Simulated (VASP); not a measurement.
OSZICAR of a VASP run on SnSe2 (1T layered):

OSZICAR:
```
       N       E                     dE             d eps       ncg     rms          rms(c)
DAV:   1     0.134009204989E+03    0.13401E+03   -0.12722E+04   586   0.174E+03
DAV:   2    -0.587272579751E+02   -0.19274E+03   -0.18920E+03   644   0.390E+02
DAV:   3    -0.807301334619E+02   -0.22003E+02   -0.21583E+02   791   0.125E+02
DAV:   4    -0.813054373166E+02   -0.57530E+00   -0.57491E+00   636   0.221E+01
DAV:   5    -0.813193657650E+02   -0.13928E-01   -0.13927E-01   901   0.363E+00    0.436E+00
DAV:   6    -0.791140387976E+02    0.22053E+01   -0.16932E+00   743   0.225E+01    0.355E+00
DAV:   7    -0.763219299201E+02    0.27921E+01   -0.68449E-01   627   0.605E+00    0.138E+00
DAV:   8    -0.770696551393E+02   -0.74773E+00   -0.68890E-01   597   0.682E+00    0.105E+00
DAV:   9    -0.769789597438E+02    0.90695E-01   -0.17824E-01   582   0.526E+00    0.691E-01
DAV:  10    -0.770154298131E+02   -0.36470E-01   -0.16123E-01   579   0.552E+00    0.419E-01
DAV:  11    -0.770698427893E+02   -0.54413E-01   -0.71733E-02   584   0.365E+00    0.176E-01
DAV:  12    -0.770673622376E+02    0.24806E-02   -0.27264E-02   587   0.208E+00    0.118E-01
DAV:  13    -0.770740861063E+02   -0.67239E-02   -0.82763E-03   604   0.108E+00    0.139E-01
DAV:  14    -0.770759244480E+02   -0.18383E-02   -0.81363E-03   580   0.130E+00    0.809E-02
DAV:  15    -0.770755559806E+02    0.36847E-03   -0.55167E-03   579   0.112E+00    0.457E-02
DAV:  16    -0.770757056676E+02   -0.14969E-03   -0.22288E-04   750   0.151E-01    0.422E-02
DAV:  17    -0.770757176643E+02   -0.11997E-04   -0.85851E-06   691   0.342E-02    0.421E-02
DAV:  18    -0.770758294557E+02   -0.11179E-03   -0.31411E-05   584   0.786E-02    0.269E-02
DAV:  19    -0.770760259533E+02   -0.19650E-03   -0.25829E-04   580   0.227E-01    0.131E-02
DAV:  20    -0.770760306531E+02   -0.46998E-05   -0.80212E-05   580   0.129E-01    0.710E-03
DAV:  21    -0.770760546713E+02   -0.24018E-04   -0.17888E-05   581   0.568E-02    0.651E-03
DAV:  22    -0.770760794480E+02   -0.24777E-04   -0.42744E-06   581   0.287E-02    0.635E-03
DAV:  23    -0.770760703117E+02    0.91362E-05   -0.20990E-06   509   0.181E-02    0.260E-03
DAV:  24    -0.770760558322E+02    0.14480E-04   -0.67157E-07   434   0.111E-02    0.145E-03
DAV:  25    -0.770760548676E+02    0.96459E-06   -0.34388E-07   293   0.826E-03
   1 F= -.77076055E+02 E0= -.77076055E+02  d E =-.770761E+02
```

Task: Which electronic solver shows in the log?

Result: It is blocked Davidson (ALGO = Normal, or the opening steps of other solvers). The INCAR had ALGO = Normal.

Task: Can the final energy be trusted as converged?

Result: Self-consistency was reached. It stopped with EDIFF = 1E-6, NELM = 100, NSW = 60 and EDIFFG = -0.02 after 1 ionic step (SCAN meta-GGA, plane waves, VASP's PBE PAW potentials (set 64)).

The compound is SnSe2 in the 1T layered structure. It was relaxed first, which changed the volume by +7 %. The start is the result of an earlier pass.
